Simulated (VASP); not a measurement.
VASP runs on MgS (rock salt) share one base input (PBE GGA, plane waves, VASP's PBE PAW potentials (set 64)) and change the settings named in each case.

KPOINTS:
```
Regular mesh
0
Gamma
8 8 8
0 0 0
```

### POSCAR
```
MgS
3.7504940
  0.0000000000   0.7071068505   0.7071068505
  0.7071068505   0.0000000000   0.7071068505
  0.7071068505   0.7071068505   0.0000000000
Mg S
1 1
Direct
  0.0000000000   0.0000000000   0.0000000000
  0.5000000000   0.5000000000   0.5000000000
```

**INCAR**
```
SYSTEM = MgS
PREC = Accurate
ENCUT = 400
EDIFF = 1E-6
NELM = 100
ALGO = Normal
LREAL = .FALSE.
LASPH = .TRUE.
ISMEAR = 0
SIGMA = 0.05
GGA = PE
LWAVE = .FALSE.
LCHARG = .FALSE.
ISIF = 2
```

POTCAR, in this order: Mg S (PBE.64 set). Program: vasp_std.

```csv
change,pressure (GPa),electronic steps
base run,-3.12,12
EDIFF = 1E-2,-2.52,8
EDIFF = 1E-3,-2.94,9
EDIFF = 1E-4,-3.22,10
EDIFF = 1E-5,-3.13,11
EDIFF = 1E-8,-3.13,16
```

Left out are runs that ran out of time, are held back, or changed the cell or the kind of run, fixed moments of cells without a moment, rows past the twelfth, gaps on odd meshes, pressures of charged cells and columns that move by less than the noise.

The compound is MgS in the rock salt structure. The cell was not relaxed at this level.
